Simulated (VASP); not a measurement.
Data:

```
CELL_PARAMETERS angstrom
      3.87625     0.00000     0.00000
      1.84964     3.53935     0.00000
      0.41179     1.00694     7.21993
ATOMIC_POSITIONS crystal
  Ca 0.22555 0.98060 0.75247
  Ca 0.77445 0.01940 0.24753
  C  0.13145 0.40051 0.06016
  C  0.86855 0.59949 0.93984
  C  0.44816 0.63441 0.43396
  C  0.55184 0.36559 0.56604
```

The numbers are results of LDA (Ceperley-Alder, Perdew-Zunger), VASP's LDA PAW potentials (set 64) (plane waves; VASP), not measurements. Run with 400 eV cut-off, 7×6×3 Γ-centred mesh, Gaussian smearing of 0.010 eV, potentials Ca_sv C.

At this cut-off the stress carries a Pulay error, which pulls relaxed volumes low. Energy and stress use the plane-wave basis of the starting cell.

Q: The ions, cell shape and volume are relaxed. What does this cell relax into?

A: 
```
CELL_PARAMETERS angstrom
      3.74013    -0.00414     0.01282
      1.78089     3.42783    -0.01867
      0.42014     0.92479     7.03349
ATOMIC_POSITIONS crystal
  Ca 0.22203 0.98120 0.75251
  Ca 0.77797 0.01880 0.24749
  C  0.13384 0.39894 0.06102
  C  0.86616 0.60106 0.93898
  C  0.44512 0.63723 0.43333
  C  0.55488 0.36277 0.56667
```
Space group P-1 (2), at a tolerance of 0.03 Å.

Q: How do energy and volume change from the first to the last step?

A: The energy (σ→0) changes by -27.9 meV/atom and the volume by -8.8 %, in 31 ionic steps.

```csv
step,E(σ→0) (eV),max force (eV/Å),pressure (GPa),volume (Å³)
1,-44.2622,0.261,-6.02,99.05
2,-44.1298,5.511,6.97,90.43
3,-44.3315,1.632,-1.79,95.73
4,-44.4113,0.590,-0.79,92.53
5,-44.4250,0.099,-0.02,90.58
6,-44.4249,0.096,-0.06,90.68
7,-44.4258,0.089,-0.12,90.69
8,-44.4271,0.266,-0.28,90.69
9,-44.4276,0.185,-0.24,90.68
10,-44.4284,0.056,-0.13,90.62
11,-44.4285,0.127,-0.10,90.61
12,-44.4287,0.104,-0.12,90.58
13,-44.4290,0.075,-0.16,90.49
14,-44.4290,0.083,-0.18,90.47
15,-44.4291,0.042,-0.09,90.42
16,-44.4292,0.088,-0.05,90.40
17,-44.4293,0.075,-0.02,90.35
18,-44.4296,0.041,0.07,90.22
19,-44.4296,0.028,0.22,89.94
20,-44.4297,0.016,0.14,90.10
21,-44.4298,0.030,0.08,90.14
22,-44.4298,0.070,0.02,90.19
23,-44.4298,0.057,0.02,90.21
24,-44.4299,0.023,-0.01,90.26
25,-44.4298,0.050,-0.05,90.36
```

The structure comes from a computed database's CaC2 entry; how it stands against other phases isn't given here. This run relaxes it. Symmetry was kept, so distortions that lower it aren't found. The run is one of a series of settings (EDIFFG = -0.01, IBRION = 2, ISIF = 3, NSW = 50 against the base run), some of them coarse on purpose.
